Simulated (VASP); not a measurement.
Set up this calculation in VASP 6.6.1, as the native input.

| Item | Value |
| --- | --- |
| Task | band structure |
| Functional | PW91 |
| Potentials or basis | VASP PAW PBE potentials, release 64 (Y_sv, F) |
| Cutoff | 520 eV |
| k mesh | 4 × 4 × 6 |
| Occupations | fermi-dirac, width 0.05 eV |
| Spin | no spin polarisation |
| Further INCAR settings | ALGO = Fast; EDIFF = 1e-06 |

The structure of Y3F lies in POSCAR:

```
Y3F
1.0
    6.2666500000      0.0000000000      0.0000000000
   -3.1333300000      5.4270800000      0.0000000000
    0.0000000000      0.0000000000      3.3619900000
Y F
3 1
Direct
    0.5000000000      0.0000000000      0.0000000000
    0.0000000000      0.5000000000      0.0000000000
    0.5000000000      0.5000000000      0.0000000000
    0.0000000000      0.0000000000      0.0000000000
```

The cell was built by a generator and needn't be a form met in nature.

One way to write it, as run:

INCAR

```
PREC = Accurate
ENCUT = 520
EDIFF = 1E-6
ISMEAR = -1
SIGMA = 0.05
LREAL = F
LASPH = T
NELM = 80
ALGO = Fast
ISIF = 2
LWAVE = F
LCHARG = F
LMAXMIX = 4
GGA = 91
```

KPOINTS

```
regular mesh
0
Gamma
  4 4 6
```

KPOINTS_OPT

```
path GMKGALHA,LM,KH
10
line-mode
reciprocal
 0.0000000000  0.0000000000  0.0000000000  G
 0.5000000000  0.0000000000  0.0000000000  M

 0.5000000000  0.0000000000  0.0000000000  M
 0.3333333333  0.3333333333  0.0000000000  K

 0.3333333333  0.3333333333  0.0000000000  K
 0.0000000000  0.0000000000  0.0000000000  G

 0.0000000000  0.0000000000  0.0000000000  G
 0.0000000000  0.0000000000  0.5000000000  A

 0.0000000000  0.0000000000  0.5000000000  A
 0.5000000000  0.0000000000  0.5000000000  L

 0.5000000000  0.0000000000  0.5000000000  L
 0.3333333333  0.3333333333  0.5000000000  H

 0.3333333333  0.3333333333  0.5000000000  H
 0.0000000000  0.0000000000  0.5000000000  A

 0.5000000000  0.0000000000  0.5000000000  L
 0.5000000000  0.0000000000  0.0000000000  M

 0.3333333333  0.3333333333  0.0000000000  K
 0.3333333333  0.3333333333  0.5000000000  H
```

Potentials or basis: VASP PAW PBE potentials, release 64 (Y_sv, F).

The run is started by

```sh
$ cat potpaw_PBE.64/Y_sv/POTCAR potpaw_PBE.64/F/POTCAR > POTCAR
$ mpirun -np 1 vasp_std > vasp.out
```

Results of the run:

```
Pressure                : -0.5 GPa
Band gap along the path : none (metal or under the smearing width)
```

Caveat: the PAW data sets were made with another functional, which shifts forces and pressure a little.

It took 100 s on 1 thread of Intel(R) Xeon(R) 6975P-C (Granite Rapids), on a shared host, peak memory 0.28 GiB.
